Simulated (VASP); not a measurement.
The system is V.

```xyz
1
Lattice="-1.4750 1.4750 1.4750 1.4750 -1.4750 1.4750 1.4750 1.4750 -1.4750" Properties=species:S:1:pos:R:3 pbc="T T T"
V     0.0000    0.0000    0.0000
```

The cell was built by a generator and needn't be a form met in nature.

- Program: VASP 6.6.1
- Task: relaxation of cell and atoms
- Functional: LDA
- Potentials or basis: VASP PAW LDA potentials, release 64 (V_sv)
- Cutoff: 600 eV
- k mesh: 20 × 20 × 20
- Occupations: methfessel-paxton, width 0.1 eV
- Spin: no spin polarisation

At the start: pressure -4.5 GPa; volume 12.84 Å³/atom.

Where does the relaxation end?

Over 3 steps the energy falls by 3.9 meV/atom and the volume is 12.56 Å³/atom (-2.2 %); space group Im-3m (No. 229, to 0.05 Å).

The path:
```tsv
step	energy change (eV)	largest force (eV/Å)	pressure (GPa)	volume (Å³)
1	0.0000	0.0000	-4.45	12.84
2	0.0036	0.0000	6.64	12.18
3	-0.0039	0.0000	-0.04	12.56
```

Final structure:
```cif
data_structure
_symmetry_space_group_name_H-M 'P 1'
_symmetry_Int_Tables_number 1
_cell_length_a 2.5362
_cell_length_b 2.5362
_cell_length_c 2.5362
_cell_angle_alpha 109.471
_cell_angle_beta 109.471
_cell_angle_gamma 109.471
_cell_volume 12.56
loop_
_atom_site_label
_atom_site_type_symbol
_atom_site_fract_x
_atom_site_fract_y
_atom_site_fract_z
_atom_site_occupancy
V1 V 0.00000 0.00000 0.00000 1
```
